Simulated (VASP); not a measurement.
Output of a VASP run:

OSZICAR:
```
...
DAV:   2    -0.715957327464E+00    0.81907E-03   -0.20246E-03  3872   0.699E-01    0.723E-02
DAV:   3    -0.715900843702E+00    0.56484E-04   -0.11560E-04  4544   0.145E-01    0.563E-02
DAV:   4    -0.715895954849E+00    0.48889E-05   -0.11800E-05  4152   0.304E-02    0.470E-03
DAV:   5    -0.715896031063E+00   -0.76214E-07   -0.23094E-07  2264   0.562E-03
   4 F= 0.56277778E+01 E0= 0.56278323E+01  d E =-.696683E-01
       N       E                     dE             d eps       ncg     rms          rms(c)
DAV:   1    -0.708620405671E+00    0.72755E-02   -0.82594E-03  3840   0.131E+00    0.140E-01
DAV:   2    -0.708216960003E+00    0.40345E-03   -0.99035E-04  3856   0.489E-01    0.515E-02
DAV:   3    -0.708189557770E+00    0.27402E-04   -0.56700E-05  4608   0.102E-01    0.400E-02
DAV:   4    -0.708188547667E+00    0.10101E-05   -0.59199E-06  4144   0.215E-02    0.335E-03
DAV:   5    -0.708188606297E+00   -0.58630E-07   -0.11676E-07  2088   0.396E-03
   5 F= 0.56277984E+01 E0= 0.56278511E+01  d E =-.696477E-01
       N       E                     dE             d eps       ncg     rms          rms(c)
DAV:   1    -0.710356538416E+00   -0.21680E-02   -0.25805E-01  4040   0.476E+00    0.389E-01
DAV:   2    -0.706626474992E+00    0.37301E-02   -0.26382E-03  4008   0.798E-01    0.215E-01
DAV:   3    -0.704904892852E+00    0.17216E-02   -0.26109E-03  4064   0.571E-01    0.689E-02
DAV:   4    -0.704922342575E+00   -0.17450E-04   -0.27382E-04  4304   0.226E-01    0.382E-02
DAV:   5    -0.704921141955E+00    0.12006E-05   -0.64331E-06  4424   0.388E-02    0.122E-02
DAV:   6    -0.704921105362E+00    0.36594E-07   -0.17662E-06  2248   0.197E-02
   6 F= 0.56270970E+01 E0= 0.56270787E+01  d E =-.701408E-03
       N       E                     dE             d eps       ncg     rms          rms(c)
DAV:   1    -0.704764296562E+00    0.15685E-03   -0.43750E-04  4048   0.196E-01    0.161E-02
DAV:   2    -0.704757723406E+00    0.65732E-05   -0.45493E-06  3960   0.334E-02    0.895E-03
DAV:   3    -0.704754880758E+00    0.28426E-05   -0.43887E-06  3848   0.233E-02    0.288E-03
DAV:   4    -0.704754993061E+00   -0.11230E-06   -0.47212E-07  1936   0.934E-03
   7 F= 0.56270962E+01 E0= 0.56270757E+01  d E =-.702202E-03
       N       E                     dE             d eps       ncg     rms          rms(c)
DAV:   1    -0.726201000909E+00   -0.21446E-01   -0.50156E-02  3840   0.322E+00    0.348E-01
DAV:   2    -0.723809183311E+00    0.23918E-02   -0.59576E-03  3856   0.120E+00    0.126E-01
DAV:   3    -0.723628507508E+00    0.18068E-03   -0.34198E-04  4496   0.250E-01    0.987E-02
DAV:   4    -0.723582119114E+00    0.46388E-04   -0.34350E-05  4144   0.518E-02    0.835E-03
DAV:   5    -0.723581872329E+00    0.24679E-06   -0.65658E-07  2960   0.895E-03
   8 F= 0.56271418E+01 E0= 0.56271237E+01  d E =0.455583E-04
       N       E                     dE             d eps       ncg     rms          rms(c)
DAV:   1    -0.712190826275E+00    0.11391E-01   -0.22569E-02  3840   0.216E+00    0.233E-01
DAV:   2    -0.711101495368E+00    0.10893E-02   -0.27038E-03  3856   0.808E-01    0.817E-02
DAV:   3    -0.711026113809E+00    0.75382E-04   -0.15450E-04  4504   0.168E-01    0.638E-02
DAV:   4    -0.711018499901E+00    0.76139E-05   -0.15447E-05  4128   0.349E-02    0.530E-03
DAV:   5    -0.711018590101E+00   -0.90200E-07   -0.31991E-07  2328   0.680E-03
   9 F= 0.56270716E+01 E0= 0.56270519E+01  d E =-.246313E-04
```

**OUTCAR**
```
------------------------ aborting loop because EDIFF is reached ----------------------------------------
  FORCE on cell =-STRESS in cart. coord.  units (eV):
  Direction    XX          YY          ZZ          XY          YZ          ZX
  --------------------------------------------------------------------------------------
  Total        6.3396298      6.3396503      6.3392639      0.0000000      0.0000000      0.0000000
  in kB      300.0728734    300.0738439    300.0555579      0.0000000      0.0000000      0.0000000
  external PRESSURE =       0.0674251 kB  Pullay stress =     300.0000000 kB
  volume of cell :       33.85
      direct lattice vectors                 reciprocal lattice vectors
     1.421585470 -2.462262244  0.000000000     0.351719971 -0.203065291  0.000000000
     1.421585470  2.462262244  0.000000000     0.351719971  0.203065291  0.000000000
    -0.000000000 -0.000000000  4.835155702    -0.000000000  0.000000000  0.206818572
 POSITION                                       TOTAL-FORCE (eV/Angst)
 -----------------------------------------------------------------------------------
      1.42159      0.82076      1.20879        -0.000000      0.000000     -0.000000
      1.42159     -0.82076      3.62637         0.000000     -0.000000      0.000000
 -----------------------------------------------------------------------------------
    total drift:                               -0.000000      0.000152      0.000002
  FREE ENERGIE OF THE ION-ELECTRON SYSTEM (eV)
  ---------------------------------------------------
  free  energy   TOTEN  =        -0.7110185901 eV

  energy  without entropy=       -0.7110775541  energy(sigma->0) =       -0.71103824
  enthalpy is  TOTEN    =         5.6270715802 eV   P V=        6.3380901703

 reached required accuracy - stopping structural energy minimisation
```
(Selected blocks of OUTCAR.)

File POSCAR:
```
Cd
1
    1.4474361743    -2.5070356666    -0.0000000000
    1.4474361743     2.5070356666     0.0000000000
   -0.0000000000     0.0000000000     4.9567933286
Cd
2
Direct
  0.3333330000   0.6666670000   0.2500000000
  0.6666670000   0.3333330000   0.7500000000
```

Problem. Write an INCAR and KPOINTS that could have produced this output.

Solution. One answer among several that fit: the input of the run itself, PBE GGA, plane waves, VASP's PBE PAW potentials (set 64).

KPOINTS:
```
K-points
0
G
 14 14 8
0 0 0
```

### INCAR
```
ALGO = Normal
EDIFF = 1E-6
EDIFFG = -0.02
ENCUT = 500
GGA = PE
IBRION = 2
ISIF = 3
ISMEAR = 1
LASPH = .TRUE.
LCHARG = .FALSE.
LMAXMIX = 4
LREAL = .FALSE.
LWAVE = .FALSE.
NELM = 100
NSW = 40
PREC = Accurate
PSTRESS = 300
SIGMA = 0.1
SYSTEM = Cd
```

POTCAR, in this order: Cd (PBE.64 set). Program: vasp_std.

Energy and stress use the plane-wave basis of the starting cell.

The compound is Cd in the hcp structure. This run relaxes it under an external pressure of 30 GPa. Symmetry was kept, so distortions that lower it aren't found.
